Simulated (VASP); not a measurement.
The input files of a VASP run:

POSCAR:
```
Ni3Al
1
    3.5017940000     0.0000000000     0.0000000000
    0.0000000000     3.5058800000     0.0000000000
    0.0000000000     0.0000000000     3.6196940000
Al Ni
1 3
Direct
  0.0000000000   0.0000000000   0.0000000000
  0.0000000000   0.5000000000   0.5000000000
  0.5000000000   0.0000000000   0.5000000000
  0.5231620000   0.5000000000   0.0000000000
```

KPOINTS:
```
K-points
0
Gamma
8 8 8
```

**INCAR**
```
ALGO=Normal
EDIFF=1E-6
ENCUT=400
GGA=PE
ISIF=2
ISMEAR=1
ISPIN=2
LASPH=T
LCHARG=F
LDAU=T
LDAUJ=0 0
LDAUL=-1 2
LDAUPRINT=1
LDAUTYPE=2
LDAUU=0 8.0
LMAXMIX=4
LORBIT=10
LREAL=F
LWAVE=F
MAGMOM=0.0 3*0.5
NELM=100
PREC=Accurate
SIGMA=0.1
SYSTEM=Ni3Al
```

POTCAR, in this order: Al Ni (PBE.64 set). Program: vasp_std.

**Question.** Write an equivalent input for Quantum ESPRESSO's pw.x.

**Answer.** One equivalent input (not run):
```
&CONTROL
  calculation = 'scf'
  pseudo_dir = './pseudo'
  outdir = './out'
  tprnfor = .true.
  tstress = .true.
/
&SYSTEM
  ibrav = 0
  nat = 4
  ntyp = 2
  ecutwfc = 98
  occupations = 'smearing'
  smearing = 'methfessel-paxton'
  degauss = 0.00735
  input_dft = 'pbe'
  nspin = 2
  starting_magnetization(2) = 0.05
/
&ELECTRONS
  conv_thr = 7.3e-08
  electron_maxstep = 100
/
ATOMIC_SPECIES
  Al 26.982 Al.upf
  Ni 58.693 Ni.upf
CELL_PARAMETERS angstrom
     3.5017940    0.0000000    0.0000000
     0.0000000    3.5058800    0.0000000
     0.0000000    0.0000000    3.6196940
ATOMIC_POSITIONS crystal
  Al   0.0000000  0.0000000  0.0000000
  Ni   0.0000000  0.5000000  0.5000000
  Ni   0.5000000  0.0000000  0.5000000
  Ni   0.5231620  0.5000000  0.0000000
K_POINTS automatic
  8 8 8 0 0 0
HUBBARD {ortho-atomic}
U Ni-3d 8
```
The two are equivalent in intent, not identical: the potentials are each code's own (VASP's PAW set, PseudoDojo norm-conserving files in pw.x), so ENCUT and ecutwfc are chosen apart and not converted; conv_thr bounds pw.x's estimated SCF error, while EDIFF bounds the energy change between steps; starting_magnetization is a fraction of the valence charge and MAGMOM a moment in μB, so they match only roughly; the +U projectors differ (PAW spheres against orthogonalised atomic orbitals), so the same U acts differently.

The compound is Ni3Al in the L1_2 structure. The cell was not relaxed at this level, atoms are displaced from their ideal sites. The run is one of a series of settings (LDAU = .TRUE., LDAUJ = 0 0, LDAUL = -1 2, LDAUTYPE = 2, LDAUU = 0 8.0 against the base run), some of them coarse on purpose.
